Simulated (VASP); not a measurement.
A convergence study with VASP on HfRh (space group Pm-3m): one setting is varied, all else stays as given below, so the limit is that of these other settings. Each run relaxes cell and ions from the cell shown. The basis is that of the starting cell, so low cut-offs carry a Pulay error.

```
HfRh
1.0
    3.27862     0.00000     0.00000
    0.00000     3.27862     0.00000
    0.00000     0.00000     3.27862
Hf Rh
1 1
Cartesian
  0.00000   0.00000   0.00000
  1.63931   1.63931   1.63931
```

Level of theory: PBEsol GGA, VASP's PBE PAW potentials (set 64) (plane waves; VASP 6.6.1). The tightest run used: 700 eV cut-off, 9×9×9 Γ-centred mesh, first-order Methfessel-Paxton smearing of 0.10 eV, potentials Hf_pv Rh_pv.

Question: The settings run are ENCUT = 200; ENCUT = 250; ENCUT = 300; ENCUT = 350; ENCUT = 400; ENCUT = 450; ENCUT = 500; ENCUT = 550; ENCUT = 600; ENCUT = 650; ENCUT = 700. From which on does the relaxed volume stay within 0.1 Å³/atom of the tightest run?

Answer: From ENCUT = 300 on: it is off by 0.046 there and by no more than 0.1 in any finer run, while ENCUT = 250 is off by 0.182.
```json
[
 {"setting": "ENCUT = 200", "relaxed volume (Å³/atom)": "15.215", "E (eV/atom)": "-10.3708", "plane waves": "251", "difference judged (Å³/atom)": "1.584"},
 {"setting": "ENCUT = 250", "relaxed volume (Å³/atom)": "16.617", "E (eV/atom)": "-10.1664", "plane waves": "324", "difference judged (Å³/atom)": "0.182"},
 {"setting": "ENCUT = 300", "relaxed volume (Å³/atom)": "16.753", "E (eV/atom)": "-10.1612", "plane waves": "437", "difference judged (Å³/atom)": "0.046"},
 {"setting": "ENCUT = 350", "relaxed volume (Å³/atom)": "16.716", "E (eV/atom)": "-10.1598", "plane waves": "540", "difference judged (Å³/atom)": "0.083"},
 {"setting": "ENCUT = 400", "relaxed volume (Å³/atom)": "16.764", "E (eV/atom)": "-10.1567", "plane waves": "656", "difference judged (Å³/atom)": "0.035"},
 {"setting": "ENCUT = 450", "relaxed volume (Å³/atom)": "16.794", "E (eV/atom)": "-10.1548", "plane waves": "784", "difference judged (Å³/atom)": "0.005"},
 {"setting": "ENCUT = 500", "relaxed volume (Å³/atom)": "16.796", "E (eV/atom)": "-10.1548", "plane waves": "922", "difference judged (Å³/atom)": "0.003"},
 {"setting": "ENCUT = 550", "relaxed volume (Å³/atom)": "16.791", "E (eV/atom)": "-10.1552", "plane waves": "1045", "difference judged (Å³/atom)": "0.008"},
 {"setting": "ENCUT = 600", "relaxed volume (Å³/atom)": "16.792", "E (eV/atom)": "-10.1554", "plane waves": "1193", "difference judged (Å³/atom)": "0.007"},
 {"setting": "ENCUT = 650", "relaxed volume (Å³/atom)": "16.796", "E (eV/atom)": "-10.1552", "plane waves": "1357", "difference judged (Å³/atom)": "0.003"},
 {"setting": "ENCUT = 700", "relaxed volume (Å³/atom)": "16.799", "E (eV/atom)": "-10.1551", "plane waves": "1503", "difference judged (Å³/atom)": "0.000"}
]
```

Left out are rungs that failed or repeat a setting and relaxations that didn't move; long series are thinned to 24 rows.

The structure comes from a computed database's HfRh entry (Pm-3m); how it stands against other phases isn't given here. The electron count is odd and the run is not spin-polarised, which forces a metal.
